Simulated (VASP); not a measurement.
A convergence study with VASP on BeS (zinc blende): one setting is varied, all else stays as given below, so the limit is that of these other settings. Each run relaxes cell and ions; the cell shown is the tightest run's result. The basis is that of the starting cell, so low cut-offs carry a Pulay error.

```
BeS
1.0
    0.00000     2.43838     2.43838
    2.43838     0.00000     2.43838
    2.43838     2.43838     0.00000
Be S
1 1
Direct
  0.00000   0.00000   0.00000
  0.25000   0.25000   0.25000
```

All values below come from PBE GGA, VASP's PBE PAW potentials (set 64) (plane waves; VASP 6.6.1). The tightest run used: 700 eV cut-off, 8×8×8 Γ-centred mesh, Gaussian smearing of 0.050 eV, potentials Be S.

The reference is ENCUT = 700, which took about 10 core-seconds. Costs are core time on shared hosts, one run each; read them as rough ratios.

**Question.** Of the settings ENCUT = 150; ENCUT = 200; ENCUT = 250; ENCUT = 300; ENCUT = 350; ENCUT = 400; ENCUT = 450; ENCUT = 500; ENCUT = 550; ENCUT = 600; ENCUT = 650; ENCUT = 700, which is the lowest that keeps the difference from the reference in relaxed volume (Å³/atom) within 0.1 from there on, and what does it cost?

**Answer.** ENCUT = 300; its cost over the reference is about 1/4.
```json
[
 {"setting": "ENCUT = 150", "difference in relaxed volume (Å³/atom)": "1.537", "cost over the reference": "about 1/3"},
 {"setting": "ENCUT = 200", "difference in relaxed volume (Å³/atom)": "0.682", "cost over the reference": "about 1/4"},
 {"setting": "ENCUT = 250", "difference in relaxed volume (Å³/atom)": "0.196", "cost over the reference": "about 1/3"},
 {"setting": "ENCUT = 300", "difference in relaxed volume (Å³/atom)": "0.030", "cost over the reference": "about 1/4"},
 {"setting": "ENCUT = 350", "difference in relaxed volume (Å³/atom)": "0.001", "cost over the reference": "within a factor of 2"},
 {"setting": "ENCUT = 400", "difference in relaxed volume (Å³/atom)": "0.002", "cost over the reference": "within a factor of 2"},
 {"setting": "ENCUT = 450", "difference in relaxed volume (Å³/atom)": "0.007", "cost over the reference": "within a factor of 2"},
 {"setting": "ENCUT = 500", "difference in relaxed volume (Å³/atom)": "0.006", "cost over the reference": "within a factor of 2"},
 {"setting": "ENCUT = 550", "difference in relaxed volume (Å³/atom)": "0.003", "cost over the reference": "within a factor of 2"},
 {"setting": "ENCUT = 600", "difference in relaxed volume (Å³/atom)": "0.000", "cost over the reference": "within a factor of 2"},
 {"setting": "ENCUT = 650", "difference in relaxed volume (Å³/atom)": "0.001", "cost over the reference": "within a factor of 2"},
 {"setting": "ENCUT = 700", "difference in relaxed volume (Å³/atom)": "0.000", "cost over the reference": "reference"}
]
```

Left out are rungs that failed or repeat a setting and relaxations that didn't move; long series are thinned to 24 rows.

The compound is BeS in the zinc blende structure.
